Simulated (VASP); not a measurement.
**VCo3 (space group Pm-3m): computed properties**

These are PBEsol GGA, VASP's PBE PAW potentials (set 64) (plane waves; VASP 6.6.1) values and carry that method's errors.

| Property | Value |
|---|---|
| space group | Pm-3m (221) |
| cell | a = b = c = 3.4603 Å, α = β = γ = 90.00° |
| volume per atom | 10.36 Å^3/atom |
| band gap (over mesh and band path) | none (metal, semimetal or under 0.01 eV) |
| density | 9.13 g/cm³ |

Co3V is modelled in the cubic space group Pm-3m (No. 221), the Cu3Au type structure, Pearson symbol cP4. Conventional cell: a = b = c = 3.460 Å, α = β = γ = 90.00°. V on 1a is surrounded by 12 Co at 2.447 Å and 6 V at 3.460 Å. Co on 3c has 8 Co at 2.447 Å and 4 V at 2.447 Å (cuboctahedral). (Neighbours: up to the widest gap in distance over summed covalent radii, below 1.35, at either atom.)

The structure comes from a computed database's VCo3 entry (Pm-3m); how it stands against other phases isn't given here. It was relaxed first. Symmetry was kept, so distortions that lower it aren't found. The run is not spin-polarised, so no magnetic state was tried.
